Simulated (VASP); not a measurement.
A convergence study with VASP on TiC (rock salt): one setting is varied, all else stays as given below, so the limit is that of these other settings. Each run relaxes cell and ions from the cell shown. The basis is that of the starting cell, so low cut-offs carry a Pulay error.

```
TiC
1.0
    0.00000     2.16500     2.16500
    2.16500     0.00000     2.16500
    2.16500     2.16500     0.00000
Ti C
1 1
Direct
  0.00000   0.00000   0.00000
  0.50000   0.50000   0.50000
```

Method: LDA (Ceperley-Alder, Perdew-Zunger), VASP's LDA PAW potentials (set 64) (plane waves; VASP). The tightest run used: 800 eV cut-off, 12×12×12 Γ-centred mesh, first-order Methfessel-Paxton smearing of 0.10 eV, potentials Ti_sv C.

**Question.** The settings run are ENCUT = 250; ENCUT = 300; ENCUT = 350; ENCUT = 400; ENCUT = 450; ENCUT = 500; ENCUT = 550; ENCUT = 600; ENCUT = 650; ENCUT = 750; ENCUT = 800. From which on does the relaxed volume stay within 0.05 Å³/atom of the tightest run?

**Answer.** From ENCUT = 400 on: it is off by 0.041 there and by no more than 0.05 in any finer run, while ENCUT = 350 is off by 0.108.
| setting | relaxed volume (Å³/atom) | E (eV/atom) | plane waves | difference judged (Å³/atom) |
|---|---|---|---|---|
| ENCUT = 250 | 9.186 | -10.3689 | 190 | 0.506 |
| ENCUT = 300 | 9.467 | -10.3071 | 259 | 0.224 |
| ENCUT = 350 | 9.584 | -10.2801 | 311 | 0.108 |
| ENCUT = 400 | 9.650 | -10.2741 | 380 | 0.041 |
| ENCUT = 450 | 9.685 | -10.2714 | 459 | 0.006 |
| ENCUT = 500 | 9.693 | -10.2699 | 532 | 0.001 |
| ENCUT = 550 | 9.691 | -10.2699 | 609 | 0.001 |
| ENCUT = 600 | 9.687 | -10.2706 | 700 | 0.004 |
| ENCUT = 650 | 9.686 | -10.2715 | 778 | 0.005 |
| ENCUT = 750 | 9.690 | -10.2725 | 960 | 0.002 |
| ENCUT = 800 | 9.691 | -10.2727 | 1056 | 0.000 |

Left out are rungs that failed or repeat a setting and relaxations that didn't move; long series are thinned to 24 rows.

The compound is TiC in the rock salt structure.
